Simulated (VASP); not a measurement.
Output of a VASP run:

File OSZICAR:
```
       N       E                     dE             d eps       ncg     rms          rms(c)
DAV:   1     0.210164184917E+03    0.21016E+03   -0.21101E+04  2176   0.101E+03
DAV:   2    -0.407157564454E+01   -0.21424E+03   -0.21123E+03  2208   0.259E+02
DAV:   3    -0.892280817625E+01   -0.48512E+01   -0.47907E+01  2243   0.338E+01
DAV:   4    -0.895840716830E+01   -0.35599E-01   -0.35576E-01  2166   0.301E+00
DAV:   5    -0.895888497096E+01   -0.47780E-03   -0.47780E-03  2271   0.355E-01    0.428E+00
DAV:   6    -0.887911219092E+01    0.79773E-01   -0.15834E-01  2075   0.254E+00    0.299E+00
DAV:   7    -0.886568625924E+01    0.13426E-01   -0.10422E-01  2033   0.204E+00    0.659E-01
DAV:   8    -0.886293107787E+01    0.27552E-02   -0.14967E-02  2040   0.762E-01    0.447E-02
DAV:   9    -0.886294949899E+01   -0.18421E-04   -0.82886E-05  2348   0.578E-02    0.185E-02
DAV:  10    -0.886296257256E+01   -0.13074E-04   -0.27708E-05  2082   0.375E-02    0.111E-02
DAV:  11    -0.886296294497E+01   -0.37241E-06   -0.39449E-06  1953   0.136E-02
   1 F= -.88629629E+01 E0= -.88293942E+01  d E =-.671374E-01
       N       E                     dE             ncg
       N       E                     dE             ncg
```

**OUTCAR**
```
------------------------ aborting loop because EDIFF is reached ----------------------------------------
  FORCE on cell =-STRESS in cart. coord.  units (eV):
  Direction    XX          YY          ZZ          XY          YZ          ZX
  --------------------------------------------------------------------------------------
  Total        1.0701901      1.0701901      1.3227809      0.0000000      0.0000000      0.0000000
  in kB       14.6685776     14.6685774     18.1307176      0.0000000      0.0000000      0.0000000
  external PRESSURE =      15.8226242 kB  Pullay stress =       0.0000000 kB
  volume of cell :      116.89
      direct lattice vectors                 reciprocal lattice vectors
     3.477062000  0.000000000  0.000000000     0.287599128  0.166045435  0.000000000
    -1.738531000  3.011224000  0.000000000     0.000000000  0.332090871  0.000000000
     0.000000000  0.000000000 11.164210000     0.000000000  0.000000000  0.089571945
 POSITION                                       TOTAL-FORCE (eV/Angst)
 -----------------------------------------------------------------------------------
      0.00000      0.00000      0.00000        -0.000000      0.000000      0.000000
      0.00000      0.00000      5.58211        -0.000000      0.000000      0.000000
     -0.00000      2.00748      2.79105         0.000000     -0.000000      0.000000
      1.73853      1.00374      8.37316        -0.000000      0.000000     -0.000000
 -----------------------------------------------------------------------------------
    total drift:                                0.000000     -0.000000      0.000000
  FREE ENERGIE OF THE ION-ELECTRON SYSTEM (eV)
  ---------------------------------------------------
  free  energy   TOTEN  =        -8.8629629450 eV

  energy  without entropy=       -8.7958255518  energy(sigma->0) =       -8.82939425
```
(Selected blocks of OUTCAR.)

**POSCAR**
```
Tl
1
    3.4770620000     0.0000000000     0.0000000000
   -1.7385310000     3.0112240000     0.0000000000
    0.0000000000     0.0000000000    11.1642100000
Tl
4
Direct
  0.0000000000   0.0000000000   0.0000000000
  0.0000000000   0.0000000000   0.5000000000
  0.3333330000   0.6666670000   0.2500000000
  0.6666670000   0.3333330000   0.7500000000
```

Task: Write an INCAR and KPOINTS that could have produced this output.

Result: This is not unique; one that fits is the input of the run itself, PBE GGA, plane waves, VASP's PBE PAW potentials (set 64).

**KPOINTS**
```
Automatic mesh
0
Gamma
11 11 3
0 0 0
```

**KPOINTS_OPT**
```
k-points along high-symmetry lines
6
Line-mode
Reciprocal
  0.000000   0.000000   0.000000 ! GAMMA
  0.500000   0.000000   0.000000 ! M

  0.500000   0.000000   0.000000 ! M
  0.333333   0.333333   0.000000 ! K

  0.333333   0.333333   0.000000 ! K
  0.000000   0.000000   0.000000 ! GAMMA

  0.000000   0.000000   0.000000 ! GAMMA
  0.000000   0.000000   0.500000 ! A

  0.000000   0.000000   0.500000 ! A
  0.500000   0.000000   0.500000 ! L

  0.500000   0.000000   0.500000 ! L
  0.333333   0.333333   0.500000 ! H

  0.333333   0.333333   0.500000 ! H
  0.000000   0.000000   0.500000 ! A

  0.500000   0.000000   0.500000 ! L
  0.500000   0.000000   0.000000 ! M

  0.333333   0.333333   0.500000 ! H
  0.333333   0.333333   0.000000 ! K
```

### INCAR
```
SYSTEM = Tl
PREC = Accurate
ENCUT = 300
EDIFF = 1E-6
NELM = 100
ALGO = Normal
LREAL = .FALSE.
LASPH = .TRUE.
ISMEAR = -1
SIGMA = 0.1
GGA = PE
LMAXMIX = 4
LWAVE = .FALSE.
LCHARG = .FALSE.
ISIF = 2
```

POTCAR, in this order: Tl_d (PBE.64 set). Program: vasp_std.

At this cut-off the stress carries a Pulay error, which pulls relaxed volumes low.

The structure comes from a computed database's Tl entry; how it stands against other phases isn't given here. The cell was not relaxed at this level.
